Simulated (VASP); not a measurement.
Output of a VASP run:

### OUTCAR
```
 ion  position               nearest neighbor table
   1  0.000  0.000  0.000-  11 2.70  11 2.70  11 2.70   7 2.71
   2  0.000  0.000  0.500-  12 2.70  12 2.70  12 2.70   8 2.71
   3  0.667  0.333  0.833-   7 2.70   7 2.70   7 2.70   9 2.71
   4  0.333  0.667  0.333-   8 2.70   8 2.70   8 2.70  10 2.71
   5  0.667  0.333  0.166-  10 2.70  10 2.70  10 2.70  11 2.70
   6  0.333  0.667  0.666-   9 2.70   9 2.70   9 2.70  12 2.70
   7  0.000  0.000  0.875-   3 2.70   3 2.70   3 2.70   1 2.71
   8  0.000  0.000  0.375-   4 2.70   4 2.70   4 2.70   2 2.71
   9  0.667  0.333  0.708-   6 2.70   6 2.70   6 2.70   3 2.71
  10  0.333  0.667  0.208-   5 2.70   5 2.70   5 2.70   4 2.71
  11  0.667  0.333  0.041-   1 2.70   1 2.70   1 2.70   5 2.70
  12  0.333  0.667  0.541-   2 2.70   2 2.70   2 2.70   6 2.70
  LATTYP: Found a hexagonal cell.
 ALAT       =     4.4077990000
 C/A-ratio  =     4.9069567374
 Subroutine PRICEL returns:
 Original cell was already a primitive cell.
 Subroutine GETGRP returns: Found 12 space group operations
The static configuration has the point symmetry C_3v.
 The point group associated with its full space group is C_6v.
The dynamic configuration has the point symmetry C_3v.
 Subroutine INISYM returns: Found 12 space group operations
 Subroutine IBZKPT returns following result:
 Found     14 irreducible k-points:

 Following reciprocal coordinates:
            Coordinates               Weight
  0.000000  0.000000  0.000000      1.000000
  0.166667  0.000000  0.000000      6.000000
  0.333333  0.000000  0.000000      6.000000
  0.500000  0.000000  0.000000      3.000000
  0.166667  0.166667  0.000000      6.000000
  0.333333  0.166667  0.000000     12.000000
  0.333333  0.333333  0.000000      2.000000
  0.000000  0.000000  0.500000      1.000000
  0.166667  0.000000  0.500000      6.000000
  0.333333  0.000000  0.500000      6.000000
  0.500000  0.000000  0.500000      3.000000
  0.166667  0.166667  0.500000      6.000000
  0.333333  0.166667  0.500000     12.000000
  0.333333  0.333333  0.500000      2.000000
   k-points           NKPTS =     14   k-points in BZ     NKDIM =     14   number of bands    NBANDS=     64
   number of dos      NEDOS =    301   number of ions     NIONS =     12
   total plane-waves  NPLWV = 135000
   dimension x,y,z NGX =    30 NGY =   30 NGZ =  150
   dimension x,y,z NGXF=    60 NGYF=   60 NGZF=  300
   ions per type =               6   6
   PREC   = accura    normal or accurate (medium, high low for compatibility)
   ISTART =      0    job   : 0-new  1-cont  2-samecut
   ICHARG =      2    charge: 1-file 2-atom 10-const
   ISPIN  =      1    spin polarized calculation?
   LNONCOLLINEAR =      F non collinear calculations
   LSORBIT =      F    spin-orbit coupling
   INIWAV =      1    electr: 0-lowe 1-rand  2-diag
   ENCUT  =  420.0 eV  30.87 Ry    5.56 a.u.   7.37  7.37 36.14*2*pi/ulx,y,z
   NELM   =    100;   NELMIN=  2; NELMDL= -5     # of ELM steps
   EDIFF  = 0.1E-08   stopping-criterion for ELM
   LREAL  =      F    real-space projection
   NLSPLINE    = F    spline interpolate recip. space projectors
   LMAXMIX     =    4 max onsite mixed and CHGCAR
   VOSKOWN=      0    Vosko Wilk Nusair interpolation
   EDIFFG = -.5E-02   stopping-criterion for IOM
   NSW    =     50    number of steps for IOM
   NBLOCK =      1;   KBLOCK =     50    inner block; outer block
   IBRION =      2    ionic relax: 0-MD 1-quasi-New 2-CG
   NFREE  =      1    steps in history (QN), initial steepest desc. (CG)
   ISIF   =      3    stress and relaxation
   ISYM   =      2    0-nonsym 1-usesym 2-fastsym
   TEIN   =    0.0    initial temperature
   TEBEG  =    0.0;   TEEND  =   0.0 temperature during run
   SMASS  =  -3.00    Nose mass-parameter (am)
   PSTRESS=    0.0 pullay stress
   NELECT =     108.0000    total number of electrons
   EFERMI =   0.00;   METHOD = LEGACY
   ISMEAR =    -1;   SIGMA  =   0.14  broadening in eV -4-tet -1-fermi 0-gaus
   IALGO  =     38    algorithm
   LDIAG  =      T    sub-space diagonalisation (order eigenvalues)
   IMIX   =      4    mixing-type and parameters
     AMIX     =   0.40;   BMIX     =  1.00
...
```

### OSZICAR
```
...
   6 F= -.32987844E+02 E0= -.32981070E+02  d E =-.137041E-03
       N       E                     dE             d eps       ncg     rms          rms(c)
DAV:   1    -0.329880659480E+02   -0.22213E-03   -0.13027E-02  1792   0.552E-01    0.105E-01
DAV:   2    -0.329878918313E+02    0.17412E-03   -0.62585E-04  1984   0.166E-01    0.350E-02
DAV:   3    -0.329878743505E+02    0.17481E-04   -0.49629E-05  1936   0.345E-02    0.306E-02
DAV:   4    -0.329878747250E+02   -0.37447E-06   -0.74249E-06  1992   0.116E-02    0.439E-03
DAV:   5    -0.329878749512E+02   -0.22616E-06   -0.23089E-06  2032   0.100E-02    0.279E-03
DAV:   6    -0.329878751979E+02   -0.24677E-06   -0.24152E-07  2024   0.235E-03    0.135E-03
DAV:   7    -0.329878752706E+02   -0.72640E-07   -0.16816E-08  1984   0.802E-04    0.489E-04
DAV:   8    -0.329878753092E+02   -0.38610E-07   -0.36908E-09  1656   0.342E-04    0.137E-04
DAV:   9    -0.329878753174E+02   -0.82437E-08   -0.54934E-10  1128   0.146E-04    0.818E-05
DAV:  10    -0.329878753184E+02   -0.10223E-08   -0.37489E-10  1152   0.125E-04    0.255E-05
DAV:  11    -0.329878753199E+02   -0.14570E-08   -0.14695E-10   952   0.523E-05    0.182E-05
DAV:  12    -0.329878753195E+02    0.35470E-09    0.16532E-12   944   0.167E-05
   7 F= -.32987875E+02 E0= -.32981116E+02  d E =-.315056E-04
       N       E                     dE             d eps       ncg     rms          rms(c)
DAV:   1    -0.329879079061E+02   -0.32586E-04   -0.20103E-03  1792   0.217E-01    0.413E-02
DAV:   2    -0.329878798369E+02    0.28069E-04   -0.96557E-05  1984   0.654E-02    0.138E-02
DAV:   3    -0.329878774924E+02    0.23445E-05   -0.76509E-06  1936   0.136E-02    0.120E-02
DAV:   4    -0.329878787691E+02   -0.12768E-05   -0.11465E-06  1992   0.454E-03    0.173E-03
DAV:   5    -0.329878789488E+02   -0.17970E-06   -0.35590E-07  2032   0.393E-03    0.109E-03
DAV:   6    -0.329878790413E+02   -0.92499E-07   -0.37302E-08  2024   0.925E-04    0.530E-04
DAV:   7    -0.329878790686E+02   -0.27234E-07   -0.24486E-09  1360   0.314E-04    0.190E-04
DAV:   8    -0.329878790831E+02   -0.14565E-07   -0.62782E-10  1112   0.149E-04    0.504E-05
DAV:   9    -0.329878790864E+02   -0.32996E-08   -0.92942E-11   968   0.638E-05    0.377E-05
DAV:  10    -0.329878790876E+02   -0.11660E-08   -0.14205E-11   952   0.447E-05    0.118E-05
DAV:  11    -0.329878790873E+02    0.28922E-09   -0.19199E-11   944   0.195E-05
   8 F= -.32987879E+02 E0= -.32981126E+02  d E =-.352733E-04
       N       E                     dE             d eps       ncg     rms          rms(c)
DAV:   1    -0.329879467819E+02   -0.67694E-04   -0.85560E-03  1792   0.388E-01    0.527E-02
DAV:   2    -0.329879081349E+02    0.38647E-04   -0.18471E-04  2040   0.825E-02    0.200E-02
DAV:   3    -0.329878996531E+02    0.84818E-05   -0.15120E-05  1976   0.192E-02    0.155E-02
DAV:   4    -0.329878949726E+02    0.46805E-05   -0.33891E-06  1976   0.915E-03    0.315E-03
DAV:   5    -0.329878944294E+02    0.54316E-06   -0.86175E-07  2104   0.564E-03    0.180E-03
DAV:   6    -0.329878943055E+02    0.12392E-06   -0.10160E-07  2056   0.154E-03    0.880E-04
DAV:   7    -0.329878942849E+02    0.20611E-07   -0.68066E-09  1920   0.439E-04    0.378E-04
DAV:   8    -0.329878942747E+02    0.10235E-07   -0.20103E-09  1232   0.304E-04    0.122E-04
DAV:   9    -0.329878942698E+02    0.48713E-08   -0.93340E-10  1128   0.151E-04    0.420E-05
DAV:  10    -0.329878942696E+02    0.18917E-09   -0.15007E-10   968   0.870E-05
   9 F= -.32987894E+02 E0= -.32981134E+02  d E =-.151823E-04
```

**OUTCAR**
```
------------------------ aborting loop because EDIFF is reached ----------------------------------------
  FORCE on cell =-STRESS in cart. coord.  units (eV):
  Direction    XX          YY          ZZ          XY          YZ          ZX
  --------------------------------------------------------------------------------------
  Total        0.0068680      0.0068680      0.0061273      0.0000000      0.0000000      0.0000000
  in kB        0.0308174      0.0308174      0.0274939      0.0000000      0.0000000      0.0000000
  external PRESSURE =       0.0297096 kB  Pullay stress =       0.0000000 kB
  volume of cell :      357.06
      direct lattice vectors                 reciprocal lattice vectors
     4.383079902 -0.000000003  0.000000000     0.228150073  0.131722507  0.000000000
    -2.191539457  3.795857650  0.000000000     0.000000000  0.263445074  0.000000000
    -0.000000000 -0.000000000 21.461190759    -0.000000000 -0.000000000  0.046595737
  FREE ENERGIE OF THE ION-ELECTRON SYSTEM (eV)
  ---------------------------------------------------
  free  energy   TOTEN  =       -32.9878942696 eV

  energy  without entropy=      -32.9743732660  energy(sigma->0) =      -32.98113377

 reached required accuracy - stopping structural energy minimisation
```
(Selected blocks of OUTCAR.)

**POSCAR**
```
CdSe
1
    4.4077990000     0.0000000000     0.0000000000
   -2.2038990000     3.8172650000     0.0000000000
    0.0000000000     0.0000000000    21.6288790000
Cd Se
6 6
Direct
  0.0000000000   0.0000000000   0.0000000000
  0.0000000000   0.0000000000   0.5000000000
  0.6666670000   0.3333330000   0.8332500000
  0.3333330000   0.6666670000   0.3332500000
  0.6666670000   0.3333330000   0.1665000000
  0.3333330000   0.6666670000   0.6665000000
  0.0000000000   0.0000000000   0.8746000000
  0.0000000000   0.0000000000   0.3746000000
  0.6666670000   0.3333330000   0.7078500000
  0.3333330000   0.6666670000   0.2078500000
  0.6666670000   0.3333330000   0.0415000000
  0.3333330000   0.6666670000   0.5415000000
```

### Question
Reconstruct the remaining input files.

### Answer
Several could match; the one computed here: the input of the run itself, PBE GGA, plane waves, VASP's PBE PAW potentials (set 64).

**INCAR**
```
SYSTEM = CdSe
PREC = Accurate; ENCUT = 420; LREAL = .FALSE.
LASPH = .TRUE.
EDIFF = 1E-09; NELM = 100; ALGO = Normal
LMAXMIX = 4
ISMEAR = -1; SIGMA = 0.136
GGA = PE
IBRION = 2; NSW = 50; ISIF = 3
EDIFFG = -0.005
LWAVE = .FALSE.; LCHARG = .FALSE.
```

File KPOINTS:
```
Automatic mesh
0
Gamma
6 6 2
0 0 0
```

POTCAR, in this order: Cd Se (PBE.64 set). Program: vasp_std.

The structure was generated: CdSe was put into an ordered model structure, which need not be its known phase. This run relaxes it. Symmetry was kept, so distortions that lower it aren't found. The run is one of a series of settings (EDIFF = 1E-09, EDIFFG = -0.005, ENCUT = 420, IBRION = 2, ISIF = 3, NSW = 50, KPOINTS 6×6×2 Γ-centred mesh against the base run), some of them coarse on purpose.
